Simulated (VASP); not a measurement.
Consider the following.

```
ZrB2
1.0
    1.51953    -2.63191     0.00000
    1.51953     2.63191     0.00000
    0.00000     0.00000     3.37604
Zr B
1 2
Direct
  0.00000   0.00000   0.00000
  0.33333   0.66667   0.50000
  0.66667   0.33333   0.50000
```

All values below come from LDA (Ceperley-Alder, Perdew-Zunger), VASP's LDA PAW potentials (set 64) (plane waves; VASP). Numerical set-up: 620 eV cut-off, 12×12×9 Γ-centred mesh, first-order Methfessel-Paxton smearing of 0.10 eV, potentials Zr_sv B.

Energy and stress use the plane-wave basis of the starting cell.

Problem. The ions, cell shape and volume at an external pressure of 45.0 GPa are relaxed. Predict the relaxed structure.

Solution. 
```
ZrB2
1.0
    1.50064    -2.59918     0.00000
    1.50064     2.59918     0.00000
    0.00000     0.00000     3.33386
Zr B
1 2
Cartesian
  3.00127   0.00000   3.33386
  1.50064   0.86640   1.66693
  1.50064  -0.86640   1.66693
```
Space group P6/mmm (191), at a tolerance of 0.03 Å.

Problem. How do energy and volume change from the first to the last step?

Solution. The energy (σ→0) changes by +77.3 meV/atom and the volume by -3.7 %, in 4 ionic steps.

```csv
step,E(σ→0) (eV),max force (eV/Å),pressure (GPa),volume (Å³)
1,-27.2508,0.000,29.99,27.00
2,-26.1381,0.000,87.93,23.84
3,-27.0271,0.000,44.49,26.04
4,-27.0190,0.000,44.96,26.01
```

The compound is ZrB2 in the AlB2 type structure. This run relaxes it under an external pressure of 45 GPa. Symmetry was kept, so distortions that lower it aren't found.
